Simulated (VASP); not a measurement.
## Ag (space group Im-3m): computed properties

These are r2SCAN meta-GGA, VASP's PBE PAW potentials (set 64) (plane waves; VASP) values and carry that method's errors.

For Ag, the space group comes out as Im-3m (229), the cell is a = 3.2699 Å, b = 3.2699 Å, c = 3.2699 Å, α = 90.00°, β = 90.00°, γ = 90.00° and the volume per atom is 17.48 Å³/atom. The band gap (over mesh and band path) is none (metal, semimetal or under 0.01 eV) and the density is 10.25 g/cm³.

```cif
data_Ag2
_chemical_formula_sum 'Ag2'
_space_group_name_H-M_alt 'Im-3m'
_space_group_IT_number 229
_space_group_name_Hall '-I 4 2 3'
_cell_length_a 3.26989
_cell_length_b 3.26989
_cell_length_c 3.26989
_cell_angle_alpha 90.000
_cell_angle_beta 90.000
_cell_angle_gamma 90.000
loop_
_atom_site_label
_atom_site_type_symbol
_atom_site_symmetry_multiplicity
_atom_site_Wyckoff_symbol
_atom_site_fract_x
_atom_site_fract_y
_atom_site_fract_z
_atom_site_occupancy
Ag1 Ag 2 a 0.00000 0.00000 0.00000 1
```
(The calculation used a cell of 1 atom; values per cell refer to that cell.)

The structure comes from a computed database's Ag entry (Im-3m); how it stands against other phases isn't given here. It was relaxed first. Symmetry was kept, so distortions that lower it aren't found.
